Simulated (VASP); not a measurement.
These are PBE GGA with D3 dispersion (zero damping), VASP's PBE PAW potentials (set 64) (plane waves; VASP 6.6.1) values and carry that method's errors.

VASP input:

POSCAR:
```
FeAl
1
    2.8413724077     0.0000000000     0.0000000000
    0.0000000000     2.8413724077     0.0000000000
    0.0000000000     0.0000000000     2.8413724077
Al Fe
1 1
Direct
  0.5000000000   0.5000000000   0.5000000000
  0.0000000000   0.0000000000   0.0000000000
```

### INCAR
```
SYSTEM = FeAl
PREC = Accurate
ENCUT = 520
EDIFF = 1E-7
NELM = 100
ALGO = Normal
LREAL = .FALSE.
LASPH = .TRUE.
ISMEAR = -5
GGA = PE
IVDW = 11
LMAXMIX = 4
LWAVE = .FALSE.
LCHARG = .TRUE.
LORBIT = 11
NEDOS = 601
ISIF = 2
```

### KPOINTS
```
Automatic mesh
0
Gamma
14 14 14
0 0 0
```

POTCAR, in this order: Al Fe (PBE.64 set). Program: vasp_std.

Output of the run:

File OUTCAR:
```
 ion  position               nearest neighbor table
   1  0.500  0.500  0.500-   2 2.46   2 2.46   2 2.46   2 2.46   2 2.46   2 2.46   2 2.46   2 2.46
  LATTYP: Found a simple cubic cell.
 ALAT       =     2.8413724077
 Subroutine PRICEL returns:
 Original cell was already a primitive cell.
 Subroutine GETGRP returns: Found 48 space group operations
The static configuration has the point symmetry O_h .
The dynamic configuration has the point symmetry O_h .
 Subroutine INISYM returns: Found 48 space group operations
 Subroutine IBZKPT returns following result:
 Found    120 irreducible k-points:

 Following reciprocal coordinates:
            Coordinates               Weight
  0.000000  0.000000  0.000000      1.000000
  0.071429  0.000000  0.000000      6.000000
  0.142857  0.000000  0.000000      6.000000
  0.214286  0.000000  0.000000      6.000000
  0.285714  0.000000  0.000000      6.000000
  0.357143  0.000000  0.000000      6.000000
  0.428571  0.000000  0.000000      6.000000
  0.500000  0.000000  0.000000      3.000000
  0.071429  0.071429  0.000000     12.000000
  0.142857  0.071429  0.000000     24.000000
  0.214286  0.071429  0.000000     24.000000
  0.285714  0.071429  0.000000     24.000000
  0.357143  0.071429  0.000000     24.000000
  0.428571  0.071429  0.000000     24.000000
  0.500000  0.071429  0.000000     12.000000
  0.142857  0.142857  0.000000     12.000000
  0.214286  0.142857  0.000000     24.000000
  0.285714  0.142857  0.000000     24.000000
  0.357143  0.142857  0.000000     24.000000
  0.428571  0.142857  0.000000     24.000000
  0.500000  0.142857  0.000000     12.000000
  0.214286  0.214286  0.000000     12.000000
  0.285714  0.214286  0.000000     24.000000
  0.357143  0.214286  0.000000     24.000000
  0.428571  0.214286  0.000000     24.000000
  0.500000  0.214286  0.000000     12.000000
  0.285714  0.285714  0.000000     12.000000
  0.357143  0.285714  0.000000     24.000000
  0.428571  0.285714  0.000000     24.000000
  0.500000  0.285714  0.000000     12.000000
  0.357143  0.357143  0.000000     12.000000
  0.428571  0.357143  0.000000     24.000000
  0.500000  0.357143  0.000000     12.000000
  0.428571  0.428571  0.000000     12.000000
  0.500000  0.428571  0.000000     12.000000
  0.500000  0.500000  0.000000      3.000000
  0.071429  0.071429  0.071429      8.000000
  0.142857  0.071429  0.071429     24.000000
  0.214286  0.071429  0.071429     24.000000
  0.285714  0.071429  0.071429     24.000000
   k-points           NKPTS =    120   k-points in BZ     NKDIM =    120   number of bands    NBANDS=      9
   number of dos      NEDOS =    601   number of ions     NIONS =      2
   total plane-waves  NPLWV =  13824
   dimension x,y,z NGX =    24 NGY =   24 NGZ =   24
   dimension x,y,z NGXF=    48 NGYF=   48 NGZF=   48
   ions per type =               1   1
   PREC   = accura    normal or accurate (medium, high low for compatibility)
   ISTART =      0    job   : 0-new  1-cont  2-samecut
   ICHARG =      2    charge: 1-file 2-atom 10-const
   ISPIN  =      1    spin polarized calculation?
   LNONCOLLINEAR =      F non collinear calculations
   LSORBIT =      F    spin-orbit coupling
   INIWAV =      1    electr: 0-lowe 1-rand  2-diag
   ENCUT  =  520.0 eV  38.22 Ry    6.18 a.u.   5.28  5.28  5.28*2*pi/ulx,y,z
   NELM   =    100;   NELMIN=  2; NELMDL= -5     # of ELM steps
   EDIFF  = 0.1E-06   stopping-criterion for ELM
   LREAL  =      F    real-space projection
   NLSPLINE    = F    spline interpolate recip. space projectors
   LMAXMIX     =    4 max onsite mixed and CHGCAR
   VOSKOWN=      0    Vosko Wilk Nusair interpolation
...
```

**OSZICAR**
```
       N       E                     dE             d eps       ncg     rms          rms(c)
DAV:   1     0.324485700063E+02    0.32449E+02   -0.51459E+03  2176   0.126E+03
DAV:   2    -0.132921629285E+02   -0.45741E+02   -0.44365E+02  2168   0.182E+02
DAV:   3    -0.145513913256E+02   -0.12592E+01   -0.12345E+01  2512   0.410E+01
DAV:   4    -0.145771670715E+02   -0.25776E-01   -0.25806E-01  2780   0.530E+00
DAV:   5    -0.145776853217E+02   -0.51825E-03   -0.51879E-03  2631   0.660E-01    0.141E+01
DAV:   6    -0.163440659475E+02   -0.17664E+01   -0.71975E+01  2499   0.135E+02    0.174E+01
DAV:   7    -0.126526789881E+02    0.36914E+01   -0.35125E+01  2425   0.833E+01    0.253E+00
DAV:   8    -0.126179883554E+02    0.34691E-01   -0.22355E-01  2429   0.599E+00    0.143E+00
DAV:   9    -0.126029153368E+02    0.15073E-01   -0.45605E-02  2628   0.326E+00    0.344E-01
DAV:  10    -0.126025211817E+02    0.39416E-03   -0.87984E-04  2837   0.414E-01    0.162E-01
DAV:  11    -0.126024978625E+02    0.23319E-04   -0.24714E-05  2478   0.523E-02    0.670E-03
DAV:  12    -0.126024976985E+02    0.16402E-06   -0.13200E-06  2776   0.126E-02    0.498E-03
DAV:  13    -0.126024979167E+02   -0.21818E-06   -0.16081E-07  1212   0.498E-03    0.136E-03
DAV:  14    -0.126024980324E+02   -0.11569E-06   -0.48113E-08  1135   0.192E-03    0.339E-04
DAV:  15    -0.126024980160E+02    0.16415E-07   -0.58171E-09  1120   0.153E-03
   1 F= -.13217605E+02 E0= -.13217605E+02  d E =0.000000E+00
```

File OUTCAR:
```
------------------------ aborting loop because EDIFF is reached ----------------------------------------
 Edisp (eV)   -0.61511
  FORCE on cell =-STRESS in cart. coord.  units (eV):
  Direction    XX          YY          ZZ          XY          YZ          ZX
  --------------------------------------------------------------------------------------
  Total      -0.01269    -0.01269    -0.01269    -0.00000    -0.00000    -0.00000
  in kB      -0.88599    -0.88599    -0.88599    -0.00000    -0.00000    -0.00000
  external pressure =       -0.89 kB  Pullay stress =        0.00 kB
  volume of cell :       22.94
      direct lattice vectors                 reciprocal lattice vectors
     2.841372408  0.000000000  0.000000000     0.351942603  0.000000000  0.000000000
     0.000000000  2.841372408  0.000000000     0.000000000  0.351942603  0.000000000
     0.000000000  0.000000000  2.841372408     0.000000000  0.000000000  0.351942603
 POSITION                                       TOTAL-FORCE (eV/Angst)
 -----------------------------------------------------------------------------------
      1.42069      1.42069      1.42069         0.000000      0.000000      0.000000
      0.00000      0.00000      0.00000         0.000000      0.000000      0.000000
 -----------------------------------------------------------------------------------
    total drift:                                0.000000      0.000000      0.000000
  FREE ENERGIE OF THE ION-ELECTRON SYSTEM (eV)
  ---------------------------------------------------
  free  energy   TOTEN  =       -13.2176050572 eV

  energy  without entropy=      -13.2176050572  energy(sigma->0) =      -13.21760506

 total charge

# of ion       s       p       d       tot
------------------------------------------
    1        0.405   0.452   0.000   0.857
    2        0.444   0.524   6.526   7.494
--------------------------------------------------
tot          0.849   0.976   6.526   8.350
```
(Selected blocks of OUTCAR.)

For a metal the tetrahedron method with Blöchl corrections gives inexact stress and forces.

The compound is FeAl in the CsCl type structure. It was relaxed first, which changed the volume by -7 %. The run is not spin-polarised, so no magnetic state was tried. The electron count is odd and the run is not spin-polarised, which forces a metal.
